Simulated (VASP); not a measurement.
A VASP calculation is set up with these files.

POSCAR:
```
LiCl
1
    0.0000000000     2.5458048417     2.5458048417
    2.5458048417     0.0000000000     2.5458048417
    2.5458048417     2.5458048417     0.0000000000
Li Cl
1 1
Direct
  0.0000000000   0.0000000000   0.0000000000
  0.5000000000   0.5000000000   0.5000000000
```

**KPOINTS**
```
Regular mesh
0
gamma
 8 8 8
```

### INCAR
```
SYSTEM = LiCl
PREC = Accurate
ENCUT = 520
EDIFF = 1E-8
NELM = 100
ALGO = Normal
LREAL = .FALSE.
LASPH = .TRUE.
ISMEAR = 0
SIGMA = 0.05
METAGGA = R2SCAN
LMIXTAU = .TRUE.
LWAVE = .FALSE.
LCHARG = .FALSE.
IBRION = 1
ISIF = 2
NSW = 30
EDIFFG = -0.001
```

POTCAR, in this order: Li_sv Cl (PBE.64 set). Program: vasp_std.

**Question.** Write an equivalent input for Ansatz.

**Answer.** One equivalent input (not run):
Ansatz 0.2 input:
```yaml
crystal:
  lattice:
    - [0.0000000, 2.5458048, 2.5458048]
    - [2.5458048, 0.0000000, 2.5458048]
    - [2.5458048, 2.5458048, 0.0000000]
  atoms:
    - { symbol: Li, position: [0.0000000, 0.0000000, 0.0000000] }
    - { symbol: Cl, position: [0.5000000, 0.5000000, 0.5000000] }
kpoints:
  mp_grid: { grid: [8, 8, 8] }
hamiltonian:
  xc: r2scan
  pseudopotentials: { kind: paw }
scf:
  occupations: { method: gaussian, width: 0.05 }
  max_iter: 100
relax:
  max_steps: 30
  f_tol: 0.001
output: { forces: true, stress: true, eigenvalues: true }
```
What does not carry over: each code has its own PAW files, so the cut-off isn't converted (ENCUT is set for VASP's; basis.ecutwfc is left out, and Ansatz then takes the one that its files recommend); Ansatz stops its SCF on the density residual and VASP on the energy change (EDIFF).

The compound is LiCl in the rock salt structure. It was relaxed first. The start is the result of an earlier pass.
